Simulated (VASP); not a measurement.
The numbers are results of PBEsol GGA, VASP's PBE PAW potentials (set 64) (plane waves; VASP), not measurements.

A VASP calculation is set up with these files.

File POSCAR:
```
GdGa2
4.1759530
  0.9999999936   0.0000000000   0.0000000000
 -0.4999999968   0.8660253973   0.0000000000
  0.0000000000   0.0000000000   0.9695816938
Gd Ga
1 2
Direct
  0.0000000000   0.0000000000   0.0000000000
  0.6666670000   0.3333330000   0.5000000000
  0.3333330000   0.6666670000   0.5370468468
```

### INCAR
```
SYSTEM = GdGa2
PREC = Accurate; ENCUT = 480; LREAL = .FALSE.
LASPH = .TRUE.
EDIFF = 1E-7; NELM = 100; ALGO = Normal
LMAXMIX = 6
ISMEAR = 1; SIGMA = 0.1
GGA = PS
ISIF = 2
LWAVE = .FALSE.; LCHARG = .FALSE.
```

**KPOINTS**
```
Automatic mesh
0
Gamma
8 8 8
0 0 0
```

POTCAR, in this order: Gd_3 Ga_d (PBE.64 set). Program: vasp_std.

The run wrote:

**OUTCAR**
```
 ion  position               nearest neighbor table
   1  0.000  0.000  0.000-   3 3.05   3 3.05   3 3.05   2 3.15   2 3.15   2 3.15   2 3.15   2 3.15
                             2 3.15   3 3.25   3 3.25   3 3.25
   2  0.667  0.333  0.500-   3 2.42   3 2.42   3 2.42   1 3.15   1 3.15   1 3.15   1 3.15   1 3.15
                             1 3.15
   3  0.333  0.667  0.537-   2 2.42   2 2.42   2 2.42   1 3.05   1 3.05   1 3.05   1 3.25   1 3.25
                             1 3.25
  LATTYP: Found a hexagonal cell.
 ALAT       =     4.1759529734
 C/A-ratio  =     0.9695817000
 Subroutine PRICEL returns:
 Original cell was already a primitive cell.
 Subroutine GETGRP returns: Found  6 space group operations
The static configuration has the point symmetry C_3v.
The dynamic configuration has the point symmetry C_3v.
 Subroutine INISYM returns: Found  6 space group operations
 Subroutine IBZKPT returns following result:
 Found     65 irreducible k-points:

 Following reciprocal coordinates:
            Coordinates               Weight
  0.000000  0.000000  0.000000      1.000000
  0.125000 -0.000000  0.000000      6.000000
  0.250000 -0.000000  0.000000      6.000000
  0.375000  0.000000  0.000000      6.000000
  0.500000 -0.000000  0.000000      3.000000
  0.125000  0.125000  0.000000      6.000000
  0.250000  0.125000  0.000000     12.000000
  0.375000  0.125000  0.000000     12.000000
  0.250000  0.250000  0.000000      6.000000
  0.375000  0.250000  0.000000      6.000000
  0.000000  0.000000  0.125000      2.000000
  0.125000 -0.000000  0.125000      6.000000
  0.000000  0.125000  0.125000      6.000000
  0.250000 -0.000000  0.125000      6.000000
  0.000000  0.250000  0.125000      6.000000
  0.375000  0.000000  0.125000      6.000000
  0.000000  0.375000  0.125000      6.000000
  0.500000 -0.000000  0.125000      6.000000
  0.125000  0.125000  0.125000     12.000000
  0.250000  0.125000  0.125000     12.000000
 -0.125000  0.375000  0.125000     12.000000
  0.375000  0.125000  0.125000     12.000000
 -0.125000  0.500000  0.125000     12.000000
  0.250000  0.250000  0.125000     12.000000
  0.375000  0.250000  0.125000     12.000000
  0.000000  0.000000  0.250000      2.000000
  0.125000 -0.000000  0.250000      6.000000
  0.000000  0.125000  0.250000      6.000000
  0.250000 -0.000000  0.250000      6.000000
  0.000000  0.250000  0.250000      6.000000
  0.375000  0.000000  0.250000      6.000000
  0.000000  0.375000  0.250000      6.000000
  0.500000 -0.000000  0.250000      6.000000
  0.125000  0.125000  0.250000     12.000000
  0.250000  0.125000  0.250000     12.000000
 -0.125000  0.375000  0.250000     12.000000
  0.375000  0.125000  0.250000     12.000000
 -0.125000  0.500000  0.250000     12.000000
  0.250000  0.250000  0.250000     12.000000
  0.375000  0.250000  0.250000     12.000000
   k-points           NKPTS =     65   k-points in BZ     NKDIM =     65   number of bands    NBANDS=     21
   number of dos      NEDOS =    301   number of ions     NIONS =      3
   total plane-waves  NPLWV =  27000
   dimension x,y,z NGX =    30 NGY =   30 NGZ =   30
   dimension x,y,z NGXF=    60 NGYF=   60 NGZF=   60
   ions per type =               1   2
   PREC   = accura    normal or accurate (medium, high low for compatibility)
   ISTART =      0    job   : 0-new  1-cont  2-samecut
   ICHARG =      2    charge: 1-file 2-atom 10-const
   ISPIN  =      1    spin polarized calculation?
   LNONCOLLINEAR =      F non collinear calculations
   LSORBIT =      F    spin-orbit coupling
   INIWAV =      1    electr: 0-lowe 1-rand  2-diag
   ENCUT  =  480.0 eV  35.28 Ry    5.94 a.u.   7.46  7.46  7.23*2*pi/ulx,y,z
...
```

### OSZICAR
```
       N       E                     dE             d eps       ncg     rms          rms(c)
DAV:   1     0.195366704951E+03    0.19537E+03   -0.16460E+04  2746   0.245E+03
DAV:   2     0.387291421267E+01   -0.19149E+03   -0.18850E+03  2830   0.454E+02
DAV:   3    -0.136017857108E+02   -0.17475E+02   -0.17211E+02  3220   0.118E+02
DAV:   4    -0.140816178395E+02   -0.47983E+00   -0.47855E+00  3556   0.200E+01
DAV:   5    -0.140913421354E+02   -0.97243E-02   -0.97203E-02  3242   0.241E+00    0.224E+01
DAV:   6    -0.139133201058E+02    0.17802E+00   -0.38271E-01  3431   0.952E+00    0.134E+01
DAV:   7    -0.138877309980E+02    0.25589E-01   -0.25172E-01  3819   0.511E+00    0.926E-01
DAV:   8    -0.138830997217E+02    0.46313E-02   -0.27093E-02  3134   0.258E+00    0.344E-01
DAV:   9    -0.138823860956E+02    0.71363E-03   -0.93223E-03  3410   0.214E+00    0.216E-01
DAV:  10    -0.138823907626E+02   -0.46670E-05   -0.10101E-03  3220   0.126E+00    0.663E-02
DAV:  11    -0.138824010241E+02   -0.10261E-04   -0.22580E-04  4250   0.168E-01    0.716E-02
DAV:  12    -0.138824004751E+02    0.54900E-06   -0.33518E-05  3337   0.116E-01    0.235E-03
DAV:  13    -0.138824006100E+02   -0.13496E-06   -0.38694E-06  3804   0.302E-02    0.422E-03
DAV:  14    -0.138824005289E+02    0.81155E-07   -0.36176E-07  2854   0.160E-02
   1 F= -.13882401E+02 E0= -.13881896E+02  d E =-.151405E-02
```

File OUTCAR:
```
------------------------ aborting loop because EDIFF is reached ----------------------------------------
  FORCE on cell =-STRESS in cart. coord.  units (eV):
  Direction    XX          YY          ZZ          XY          YZ          ZX
  --------------------------------------------------------------------------------------
  Total        0.1296401      0.1296401      0.1362393      0.0000000     -0.0000000      0.0000000
  in kB        3.3967843      3.3967843      3.5696963      0.0000000     -0.0000000      0.0000000
  external PRESSURE =       3.4544216 kB  Pullay stress =       0.0000000 kB
  volume of cell :       61.15
      direct lattice vectors                 reciprocal lattice vectors
     4.175952973  0.000000000  0.000000000     0.239466298  0.138255932  0.000000000
    -2.087976487  3.616481356  0.000000000     0.000000000  0.276511864  0.000000000
     0.000000000  0.000000000  4.048927583     0.000000000  0.000000000  0.246978979
 POSITION                                       TOTAL-FORCE (eV/Angst)
 -----------------------------------------------------------------------------------
      0.00000      0.00000      0.00000         0.000000      0.000000      0.319508
      2.08798      1.20549      2.02446         0.000000     -0.000000     -0.134516
     -0.00000      2.41099      2.17446        -0.000000      0.000000     -0.184991
 -----------------------------------------------------------------------------------
    total drift:                                0.000000     -0.000001     -0.000416
  FREE ENERGIE OF THE ION-ELECTRON SYSTEM (eV)
  ---------------------------------------------------
  free  energy   TOTEN  =       -13.8824005289 eV

  energy  without entropy=      -13.8808864829  energy(sigma->0) =      -13.88189585
```
(Selected blocks of OUTCAR.)

The 4f electrons are frozen in the core of the lanthanide potential, so 4f levels, which can set the real gap, and their magnetism are missing.

The structure comes from a computed database's GdGa2 entry (P6/mmm); how it stands against other phases isn't given here. This cell was strained or had an atom moved on purpose. The electron count is odd and the run is not spin-polarised, which forces a metal.
